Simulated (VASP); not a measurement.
Input:

```xyz
4
Lattice="3.9085 0.0000 0.0000 0.0000 3.9085 0.0000 0.0000 0.0000 3.9085" Properties=species:S:1:pos:R:3 pbc="T T T"
Ti     0.0000     0.0000     0.0000
Al     1.9543     1.9543     0.0000
Al     0.0000     1.9543     1.9543
Al     1.9543     0.0000     1.9543
```

All values below come from LDA (Ceperley-Alder, Perdew-Zunger), VASP's LDA PAW potentials (set 64) (plane waves; VASP). Settings: 400 eV cut-off, Gaussian smearing of 0.050 eV, potentials Ti_sv Al.

Q: Estimate the band gap (along the path) with the smallest direct gap where there is one.

A: 
| Quantity | Value |
|---|---|
| band gap (along the path) | none (metal, semimetal or under 0.01 eV) |

The absolute energy has meaning only against runs of the same code, potentials and settings.

The structure comes from a computed database's TiAl3 entry (Pm-3m); how it stands against other phases isn't given here. It was relaxed first. The electron count is odd and the run is not spin-polarised, which forces a metal.
